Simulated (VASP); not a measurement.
Data:

```
CELL_PARAMETERS angstrom
      3.96028     0.00000     0.00000
      0.00000     5.60068     0.00000
      0.00000     0.00000    26.77627
ATOMIC_POSITIONS crystal
  Na 0.00000 0.00000 0.31512
  Na 0.50000 0.50000 0.38907
  Na 0.00000 0.00000 0.46302
  Na 0.50000 0.50000 0.53698
  Na 0.00000 0.00000 0.61093
  Na 0.50000 0.50000 0.68488
  Cl 0.50000 0.00000 0.38907
  Cl 0.00000 0.50000 0.31512
  Cl 0.50000 0.00000 0.53698
  Cl 0.00000 0.50000 0.46302
  Cl 0.50000 0.00000 0.68488
  Cl 0.00000 0.50000 0.61093
```

These are PBEsol GGA, VASP's PBE PAW potentials (set 64) (plane waves; VASP) values and carry that method's errors. Run with PREC = Normal, EDIFF = 1E-5, 400 eV cut-off, 5×4×1 Γ-centred mesh, Gaussian smearing of 0.050 eV, potentials Na_pv Cl.

**Question.** The ions are relaxed. What does this cell relax into?

**Answer.** 
```
CELL_PARAMETERS angstrom
      3.96028     0.00000     0.00000
      0.00000     5.60068     0.00000
      0.00000     0.00000    26.77627
ATOMIC_POSITIONS crystal
  Na 0.00000 0.00000 0.32138
  Na 0.50000 0.50000 0.38462
  Na 0.00000 0.00000 0.46489
  Na 0.50000 0.50000 0.53511
  Na 0.00000 0.00000 0.61538
  Na 0.50000 0.50000 0.67862
  Cl 0.50000 0.00000 0.38943
  Cl 0.00000 0.50000 0.31390
  Cl 0.50000 0.00000 0.53823
  Cl 0.00000 0.50000 0.46177
  Cl 0.50000 0.00000 0.68610
  Cl 0.00000 0.50000 0.61057
```

**Question.** How much energy does the relaxation gain?

**Answer.** The energy (σ→0) changes by -6.2 meV/atom, in 13 ionic steps.

The cell is a thin slab with vacuum, built from NaCl (rock salt): (110) face.
